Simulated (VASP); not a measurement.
VASP ran on this input.

POSCAR:
```
CoO
36.3240
  0.0799697721   0.0000000000   0.0000000000
 -0.0799697721   0.0799697721   0.0000000000
  0.0000000000   0.0000000000   0.5000000000
Co O
4 4
Cartesian
 -0.0024163666   0.0003759379   0.1652055000
  0.0401025216   0.0401472247   0.2207070000
 -0.0002836528  -0.0001408268   0.2785065000
  0.0402929296   0.0403331544   0.3349345000
 -0.0004280782   0.0013313368   0.2216560000
  0.0401913680   0.0380161902   0.1651215000
 -0.0000245507   0.0001342692   0.3355495000
  0.0425054533   0.0397422577   0.2783195000
```

INCAR:
```
# general
SYSTEM  =CoO
PREC    =Accurate
ENCUT   =400   # plane-wave cut-off (eV)
LREAL   =F   # projection in real space or not
LASPH   =T   # aspherical one-centre terms

# electronic loop
EDIFF   =1E-6
NELM    =100   # most electronic steps
ALGO    =Normal   # blocked Davidson
LMAXMIX =4

# smearing
ISMEAR  =-1   # Fermi-Dirac
SIGMA   =0.05   # width (eV)

# spin
ISPIN   =2   # spin-polarised
MAGMOM  =3.0 3.0 3.0 3.0 0.0 0.0 0.0 0.0

# DFT+U
LDAU    =T
LDAUTYPE=2   # Dudarev
LDAUL   =2 -1
LDAUU   =3.32 0
LDAUJ   =0 0

# ions
ISIF    =2

# output
LWAVE   =F
LCHARG  =F
LORBIT  =11   # lm-projected
```

File KPOINTS:
```
Automatic mesh
0
Gamma
8 6 1
0 0 0
```

POTCAR, in this order: Co O (LDA.64 set). Program: vasp_std.

Task: Write an equivalent input for Quantum ESPRESSO's pw.x.

Result: One equivalent input (not run):
```
&CONTROL
  calculation = 'scf'
  pseudo_dir = './pseudo'
  outdir = './out'
  tprnfor = .true.
  tstress = .true.
/
&SYSTEM
  ibrav = 0
  nat = 8
  ntyp = 2
  ecutwfc = 96
  occupations = 'smearing'
  smearing = 'fermi-dirac'
  degauss = 0.003675
  input_dft = 'pz'
  nspin = 2
  starting_magnetization(1) = 0.3
/
&ELECTRONS
  conv_thr = 7.3e-08
  electron_maxstep = 100
/
ATOMIC_SPECIES
  Co 58.933 Co.upf
  O 15.999 O.upf
CELL_PARAMETERS angstrom
     2.9048220    0.0000000    0.0000000
    -2.9048220    2.9048220    0.0000000
     0.0000000    0.0000000   18.1620000
ATOMIC_POSITIONS crystal
  Co  -0.0255150  0.0047010  0.3304110
  Co   1.0035010  0.5020300  0.4414140
  Co  -0.0053080 -0.0017610  0.5570130
  Co   1.0082070  0.5043550  0.6698690
  O    0.0112950  0.0166480  0.4433120
  O    0.9779640  0.4753820  0.3302430
  O    0.0013720  0.0016790  0.6710990
  O    1.0284850  0.4969660  0.5566390
K_POINTS automatic
  8 6 1 0 0 0
HUBBARD {ortho-atomic}
U Co-3d 3.32
```
What does not carry over: the potentials are each code's own (VASP's PAW set, PseudoDojo norm-conserving files in pw.x), so ENCUT and ecutwfc are chosen apart and not converted; conv_thr bounds pw.x's estimated SCF error, while EDIFF bounds the energy change between steps; starting_magnetization is a fraction of the valence charge and MAGMOM a moment in μB, so they match only roughly; the +U projectors differ (PAW spheres against orthogonalised atomic orbitals), so the same U acts differently.

The cell is a sheet with vacuum, built from a generated structure.
